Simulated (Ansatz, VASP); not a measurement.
# Cross-check of TaN between VASP and Ansatz, part 2 of 2

Wanted: the spread between two codes on one cell, functional and k mesh. The cell is taken from a series of runs on this material, whose earlier steps may have relaxed, scaled, displaced or heated it; both programs get it as it stands.

VASP 6.6.1 and Ansatz 0.2.0.

So far: The starting structure; VASP: zone-centre phonons, PBEsol, pair 1; Ansatz: zone-centre phonons, PBEsol, pair 1; Differences.

### 5. Ansatz: zone-centre phonons, PBEsol, pair 2

Level of this step: Ansatz beside VASP: Kohn-Sham DFT, plane waves, PBEsol (Ansatz).

Second derivatives magnify differences that forces hide, and they need a tight electronic threshold. The cell compared in this pair holds 19.26 Å³, against 18.84 Å³ for the pair before.

The cell is taken from a series of runs on this material, whose earlier steps may have relaxed, scaled, displaced or heated it; both programs get it as it stands.

Input file input.yaml:

```yaml
crystal:
  lattice:
    - [0.0, 2.1274346987, 2.1274346987]
    - [2.1274346987, 0.0, 2.1274346987]
    - [2.1274346987, 2.1274346987, 0.0]
  atoms:
    - { symbol: "N", position: [0.0, 0.0, 0.0] }
    - { symbol: Ta, position: [0.5, 0.5, 0.5] }
kpoints:
  mp_grid: { grid: [16, 16, 16] }
hamiltonian:
  xc: pbesol
  pseudopotentials: { kind: paw, azcp: { folder: soft_1 }, xc_functional: pbe }
scf:
  occupations: { method: methfessel_paxton, width: 0.2 }
output:
  eigenvalues: true
phonons:
  method: dfpt
```

Started as:

```bash
$ ansatz run input.yaml --threads 4 --pin off --max-ram 10240MiB --backend cpu --events-out ev --progress --plain --runs-dir out
```

Numbers of over 12 decimals in the logs are rounded to 6 here.

Output:

```text
[...]
Crystal: 2 atoms, lattice volume = 19.257 Å³
Basis set: ecut = 420 eV, 339 PW (Γ), exchange–correlation on 48×48×48 points (8 copies of the dense FFT grid, shifted against one another)
Bands: 13, of which v1, the nominal top of the filled ones, is band 9 counted from 1 (8 counted from 0)
Symmetry: 48 space group operations
k-points: 349 of 4096 (irreducible under 8 space group operations, time reversal used)
[...]
k-point 2: bands = [... 5 lower, 18.0606, 18.5203, 18.5203, 22.0019, 22.0019, 22.0772, 25.4271, 25.4271, ... 4 higher]
  k-point 348: bands = [... 5 lower, 15.7177, 16.6746, 16.6746, 23.5938, 23.5938, 28.0202, 28.8204, 29.1099, ... 4 higher]
[...]
ASR residual: 1.996e-5 → 0.000e0 eV/Å²; symmetrization residual: 6.794e-8 eV/Å²
  ASR residual per site (eV/Å²): 9.81e-6 2.00e-5
  Γ frequencies (cm⁻¹): 0.00 0.00 0.00 514.05 514.05 514.05
[...]
[key lines of the parts left out:]
SCF converged after 8 iterations
Free energy (F): -10187.806548 eV
Fermi energy:    23.799075 eV
```

### 6. VASP: zone-centre phonons, PBEsol, pair 2

The same cell, functional, mesh and smearing now go to VASP, with its own data sets.

Input file INCAR:

```
SYSTEM = TaN
PREC = Accurate
ENCUT = 600
EDIFF = 1E-08
NELM = 120
ISMEAR = 1
SIGMA = 0.2
LREAL = .FALSE.
ALGO = Normal
GGA = PS
NBANDS = 14
LASPH = .TRUE.
LORBIT = 11
LWAVE = .FALSE.
LCHARG = .FALSE.
ISIF = 2
IBRION = 8
GGA_COMPAT = .FALSE.
KPAR = 2
```

Input file POSCAR:

```
TaN
1.0
    0.0000000000      2.1274346987      2.1274346987
    2.1274346987      0.0000000000      2.1274346987
    2.1274346987      2.1274346987      0.0000000000
N Ta
1 1
Direct
    0.0000000000      0.0000000000      0.0000000000
    0.5000000000      0.5000000000      0.5000000000
```

Input file KPOINTS:

```
Automatic mesh
0
Gamma
16 16 16
0 0 0
```

PAW data sets: N and Ta_pv (PBE family, release 64).

Started as:

```bash
$ mpirun -np 2 vasp_std
```

Output:

```text
[banner, memory and clock lines left out]
running    2 mpi-ranks, on    1 nodes
[...]
[... a notice as in an earlier step ...]

 LDA part: xc-table for (Slater+PW92), standard interpolation
 POSCAR, INCAR and KPOINTS ok, starting setup
[...]
entering main loop
       N       E                     dE             d eps       ncg     rms          rms(c)
DAV:   1     0.987038748826E+02    0.98704E+02   -0.98436E+03  4060   0.137E+03
DAV:   2    -0.225243032285E+02   -0.12123E+03   -0.11449E+03  4972   0.352E+02
DAV:   3    -0.258210026794E+02   -0.32967E+01   -0.32485E+01  4612   0.545E+01
DAV:   4    -0.258384885179E+02   -0.17486E-01   -0.17472E-01  4924   0.398E+00
[...]
DAV:  13    -0.230203147923E+02    0.25845E-06   -0.43998E-07  4590   0.563E-03    0.263E-03
DAV:  14    -0.230203148049E+02   -0.12541E-07   -0.16411E-08  4708   0.141E-03    0.488E-04
DAV:  15    -0.230203147985E+02    0.63974E-08   -0.10291E-09  2666   0.422E-04
   1 F= -.23020315E+02 E0= -.23019550E+02  d E =-.229396E-02
[...]
RMM:  10    -0.235395795687E+00    0.13998E-06   -0.82790E-09 19578   0.924E-05    0.160E-05
RMM:  11    -0.235395851338E+00   -0.55651E-07   -0.17787E-10 17970   0.321E-05    0.708E-06
RMM:  12    -0.235395858110E+00   -0.67717E-08   -0.63092E-09 17576   0.130E-05    0.234E-06
 first order change of Fermi-energy  -0.57214E-04
 force on displaced ion       1 direction 1 : -12.713   0.000   0.000
 Linear response progress:
  Degree of freedom:   2/  2
       N       E                     dE             d eps       ncg     rms          rms(c)
RMM:   1    -0.132863981866E+00   -0.13286E+00    0.11347E+01 10307   0.242E+01
RMM:   2    -0.161644408414E+00   -0.28780E-01   -0.25228E-02 15236   0.145E+00    0.115E-01
RMM:   3    -0.160947257694E+00    0.69715E-03   -0.20307E-03 17738   0.309E-01    0.527E-02
RMM:   4    -0.160453729203E+00    0.49353E-03   -0.16144E-04 18924   0.922E-02    0.184E-02
[...]
RMM:  13    -0.160243932710E+00    0.15806E-07   -0.54978E-08 16352   0.214E-05    0.219E-06
RMM:  14    -0.160243953464E+00   -0.20754E-07   -0.54275E-08 14657   0.140E-05    0.100E-06
RMM:  15    -0.160243957334E+00   -0.38697E-08   -0.36819E-08 10291   0.925E-06    0.862E-07
 first order change of Fermi-energy   0.23355E-03
 force on displaced ion       2 direction 1 : -12.716   0.000   0.000
 Linear response finished
```

Parts of OUTCAR (step 6):

```text
  Total        4.5155511      4.5155511      4.5155511     -0.0000000     -0.0000000     -0.0000000
  in kB      375.6839466    375.6839466    375.6839466     -0.0000000     -0.0000000     -0.0000000
  external PRESSURE =     375.6839466 kB  Pullay stress =       0.0000000 kB

 POSITION                                       TOTAL-FORCE (eV/Angst)
 -----------------------------------------------------------------------------------
      0.00000      0.00000      0.00000        -0.000000     -0.000000      0.000000
      2.12743      2.12743      2.12743         0.000000      0.000000     -0.000000
 -----------------------------------------------------------------------------------
    total drift:                                0.000000     -0.000000     -0.000000

[... 1 part as in an earlier step ...]

[... 1 further part left out ...]
```

### 7. Side by side

What differs besides the data sets and the points named for the pairs above, as far as they apply: the data sets hold 18 valence electrons in Ansatz (on its PAW soft_1 files) and 16 in VASP. Total energies have different zeros and are not compared.

The two programs side by side:

| quantity | Ansatz | VASP | difference |
| --- | --- | --- | --- |
| optical mode 1 to 3 (cm⁻¹) | 514.0 | 515.8 | -0.33 % |

Modes are paired by rising frequency, not by their patterns, so a pair may set unlike modes beside each other; they are those without the splitting of longitudinal modes.

### 8. VASP: zone-centre phonons, PBEsol, pair 3

Second derivatives magnify differences that forces hide, and they need a tight electronic threshold. The cell compared in this pair holds 19.68 Å³, against 19.26 Å³ for the pair before.

INCAR is that of step 6.

Input file POSCAR:

```
TaN
1.0
    0.0000000000      2.1427405105      2.1427405105
    2.1427405105      0.0000000000      2.1427405105
    2.1427405105      2.1427405105      0.0000000000
N Ta
1 1
Direct
    0.0000000000      0.0000000000      0.0000000000
    0.5000000000      0.5000000000      0.5000000000
```

KPOINTS is that of step 6.

Started as:

```bash
$ mpirun -np 2 vasp_std
```

Output:

```text
[... set-up lines as in an earlier step ...]
 entering main loop
       N       E                     dE             d eps       ncg     rms          rms(c)
DAV:   1     0.979046393830E+02    0.97905E+02   -0.97462E+03  4060   0.137E+03
DAV:   2    -0.225477842211E+02   -0.12045E+03   -0.11374E+03  5026   0.348E+02
DAV:   3    -0.258969842843E+02   -0.33492E+01   -0.33133E+01  4672   0.551E+01
DAV:   4    -0.259124601472E+02   -0.15476E-01   -0.15472E-01  4780   0.393E+00
[...]
DAV:  12    -0.231050046337E+02    0.50491E-06   -0.51724E-06  5080   0.241E-02    0.255E-03
DAV:  13    -0.231050044229E+02    0.21081E-06   -0.33260E-07  4722   0.493E-03    0.173E-03
DAV:  14    -0.231050044322E+02   -0.93148E-08   -0.94892E-09  3632   0.118E-03
   1 F= -.23105004E+02 E0= -.23104228E+02  d E =-.233038E-02
 Linear response reoptimize wavefunctions to high precision
DAV:   1    -0.231050044246E+02    0.75765E-08   -0.86202E-10  3446   0.430E-04
DAV:   2    -0.231050044246E+02   -0.22737E-12   -0.14061E-10  2582   0.123E-04
 Linear response DOF=           2
 Linear response progress:
[...]
RMM:  11    -0.234869290585E+00   -0.50284E-07   -0.78298E-09 18004   0.321E-05    0.752E-06
RMM:  12    -0.234869304467E+00   -0.13882E-07    0.49856E-10 18039   0.142E-05    0.237E-06
RMM:  13    -0.234869304257E+00    0.21016E-09    0.49147E-09 12803   0.864E-06    0.244E-06
 first order change of Fermi-energy  -0.58272E-04
 force on displaced ion       1 direction 1 : -11.392   0.000   0.000
 Linear response progress:
  Degree of freedom:   2/  2
       N       E                     dE             d eps       ncg     rms          rms(c)
RMM:   1    -0.133818654400E+00   -0.13382E+00    0.11382E+01 10303   0.243E+01
RMM:   2    -0.162573639315E+00   -0.28755E-01   -0.25488E-02 15253   0.146E+00    0.114E-01
RMM:   3    -0.161871932825E+00    0.70171E-03   -0.20589E-03 17757   0.306E-01    0.521E-02
RMM:   4    -0.161379102749E+00    0.49283E-03   -0.15986E-04 18928   0.923E-02    0.185E-02
[...]
RMM:  10    -0.161166278919E+00   -0.31144E-06   -0.32077E-07 19004   0.173E-04    0.112E-05
RMM:  11    -0.161166371209E+00   -0.92290E-07   -0.77489E-08 20672   0.770E-05    0.140E-06
RMM:  12    -0.161166369307E+00    0.19015E-08   -0.96236E-08 20409   0.375E-05    0.568E-07
 first order change of Fermi-energy   0.25081E-03
 force on displaced ion       2 direction 1 : -11.397   0.000   0.000
 Linear response finished
```

OUTCAR, selected parts (step 8):

```text
  Total        3.3063915      3.3063915      3.3063915      0.0000000      0.0000000      0.0000000
  in kB      269.2316522    269.2316522    269.2316522      0.0000000      0.0000000      0.0000000
  external PRESSURE =     269.2316522 kB  Pullay stress =       0.0000000 kB

 POSITION                                       TOTAL-FORCE (eV/Angst)
 -----------------------------------------------------------------------------------
      0.00000      0.00000      0.00000        -0.000000     -0.000000     -0.000000
      2.14274      2.14274      2.14274         0.000000      0.000000      0.000000
 -----------------------------------------------------------------------------------
    total drift:                                0.000000     -0.000000     -0.000000

[... 1 part as in an earlier step ...]

[... 1 further part left out ...]
```

### 9. Ansatz: zone-centre phonons, PBEsol, pair 3

The same cell, functional, mesh and smearing now go to Ansatz, which takes its cutoff from its data sets.

The cell is taken from a series of runs on this material, whose earlier steps may have relaxed, scaled, displaced or heated it; both programs get it as it stands.

input.yaml, the sections that differ from step 5:

```yaml
crystal:
  lattice:
    - [0.0, 2.1427405105, 2.1427405105]
    - [2.1427405105, 0.0, 2.1427405105]
    - [2.1427405105, 2.1427405105, 0.0]
  atoms:
    - { symbol: "N", position: [0.0, 0.0, 0.0] }
    - { symbol: Ta, position: [0.5, 0.5, 0.5] }
# kpoints, hamiltonian, scf, output, phonons: as in step 5
```

Started as:

```bash
$ ansatz run input.yaml --threads 4 --pin off --max-ram 10240MiB --backend cpu --events-out ev --progress --plain --runs-dir out
```

Output:

```text
[...]
Crystal: 2 atoms, lattice volume = 19.676 Å³
Basis set: ecut = 420 eV, 387 PW (Γ), exchange–correlation on 48×48×48 points (8 copies of the dense FFT grid, shifted against one another)
Bands: 13, of which v1, the nominal top of the filled ones, is band 9 counted from 1 (8 counted from 0)
Symmetry: 48 space group operations
k-points: 349 of 4096 (irreducible under 8 space group operations, time reversal used)
[...]
k-point 2: bands = [... 5 lower, 17.6100, 18.0790, 18.0790, 21.5170, 21.5170, 21.5830, 24.8423, 24.8423, ... 4 higher]
  k-point 348: bands = [... 5 lower, 15.3212, 16.2125, 16.2125, 23.0651, 23.0651, 27.3470, 28.0749, 28.3951, ... 4 higher]
[...]
ASR residual: 2.186e-5 → 0.000e0 eV/Å²; symmetrization residual: 3.019e-8 eV/Å²
  ASR residual per site (eV/Å²): 8.31e-7 2.19e-5
  Γ frequencies (cm⁻¹): 0.00 0.00 0.00 486.80 486.80 486.80
[...]
[key lines of the parts left out:]
SCF converged after 8 iterations
Free energy (F): -10187.886175 eV
Fermi energy:    23.264560 eV
```

### 10. Differences

What differs besides the data sets and the points named for the pairs above, as far as they apply: the data sets hold 18 valence electrons in Ansatz (on its PAW soft_1 files) and 16 in VASP. Total energies have different zeros and are not compared.

Compared:

| quantity | Ansatz | VASP | difference |
| --- | --- | --- | --- |
| optical mode 1 to 3 (cm⁻¹) | 486.8 | 488.2 | -0.30 % |

Modes are paired by rising frequency, not by their patterns, so a pair may set unlike modes beside each other; they are those without the splitting of longitudinal modes.

### 11. What came out

| Quantity | Value |
| --- | --- |
| r.m.s. difference of the optical zone-centre modes, each program's sorted by frequency (zone-centre phonons, PBEsol, pair 1) | 2.2 cm⁻¹ |
| r.m.s. difference of the optical zone-centre modes, each program's sorted by frequency (zone-centre phonons, PBEsol, pair 2) | 1.7 cm⁻¹ |
| r.m.s. difference of the optical zone-centre modes, each program's sorted by frequency (zone-centre phonons, PBEsol, pair 3) | 1.4 cm⁻¹ |

The r.m.s. difference of the optical zone-centre modes, each program's sorted by frequency is 2.2 cm⁻¹ (zone-centre phonons, PBEsol, pair 1). The data sets hold unlike numbers of valence electrons (18 in Ansatz and 16 in VASP), so part of the differences comes from the potentials. Such differences can come from data sets, numerical settings and the points named under the comparisons, not from the functional's error against experiment.

[Lines on the potential files, build, host, timing and source positions are cut from VASP's logs without a mark.]

[Logs are printed without paths, hosts, clocks, repeated set-up lines and the standing remarks that a program may print on its own settings, such as how far it seeks lower states.]

[Hosts, paths, dates, database ids (printed as entryN), source tags and the programs' standing remarks are cut or masked in the printed files.]
